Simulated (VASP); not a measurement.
Data:

```
CELL_PARAMETERS angstrom
     -1.87420     1.95245     8.31415
      1.87420    -1.95245     8.31415
      1.87420     1.95245    -8.31415
ATOMIC_POSITIONS crystal
  W  0.00000 0.00000 0.00000
  I  0.16072 0.16072 0.00000
  I  0.83928 0.83928 0.00000
  O  0.50000 0.00000 0.50000
  O  0.00000 0.50000 0.50000
```

Calculation: PBEsol GGA, VASP's PBE PAW potentials (set 64) (plane waves; VASP). Settings: 400 eV cut-off, 5×5×5 Γ-centred mesh, Gaussian smearing of 0.10 eV, potentials W_sv I O.

Question: Give the energies of bands 10 to 23 at the high-symmetry points, in eV from the Fermi level.

Answer: 
| band | Γ | X | F2 | Y0 | R | W | S | T |
|---|---|---|---|---|---|---|---|---|
| 10 | -4.58 | -4.47 | -6.16 | -5.52 | -6.18 | -7.91 | -5.54 | -7.91 |
| 11 | -4.47 | -4.24 | -5.38 | -4.58 | -5.39 | -6.93 | -4.58 | -6.93 |
| 12 | -4.24 | -3.88 | -4.30 | -4.37 | -4.27 | -6.06 | -4.33 | -6.06 |
| 13 | -3.10 | -3.14 | -3.88 | -4.33 | -3.94 | -5.35 | -4.33 | -5.35 |
| 14 | -2.81 | -2.81 | -3.81 | -3.90 | -3.81 | -3.93 | -3.92 | -3.93 |
| 15 | -2.53 | -2.53 | -3.51 | -3.88 | -3.53 | -2.96 | -3.91 | -3.06 |
| 16 | -2.00 | -2.27 | -2.84 | -2.77 | -3.00 | -2.79 | -3.08 | -2.56 |
| 17 | -1.82 | -1.84 | -2.79 | -2.72 | -2.52 | -2.04 | -2.26 | -2.21 |
| 18 | -0.88 | -1.70 | -1.67 | -1.61 | -1.68 | -1.96 | -1.61 | -2.04 |
| 19 | -0.58 | -0.89 | -1.39 | -1.37 | -1.45 | -1.75 | -1.52 | -1.63 |
| 20 | -0.33 | -0.58 | -0.26 | -0.04 | -0.23 | -1.63 | -0.01 | -1.63 |
| 21 | -0.01 | -0.52 | 0.86 | 0.99 | 0.84 | 2.43 | 0.97 | 2.43 |
| 22 | 0.35 | 0.83 | 2.87 | 2.36 | 2.80 | 2.92 | 2.34 | 2.93 |
| 23 | 0.55 | 1.02 | 3.01 | 2.45 | 3.03 | 3.44 | 2.47 | 3.47 |

It has no gap at this level: it comes out as a metal or semimetal.

The structure comes from a measured WI2O2 entry of the Crystallography Open Database, whose conditions weren't checked. The cell was not relaxed at this level. The k-mesh is coarse (spacing up to 0.46 per Å, 2π included), so the numbers may not be converged in it.
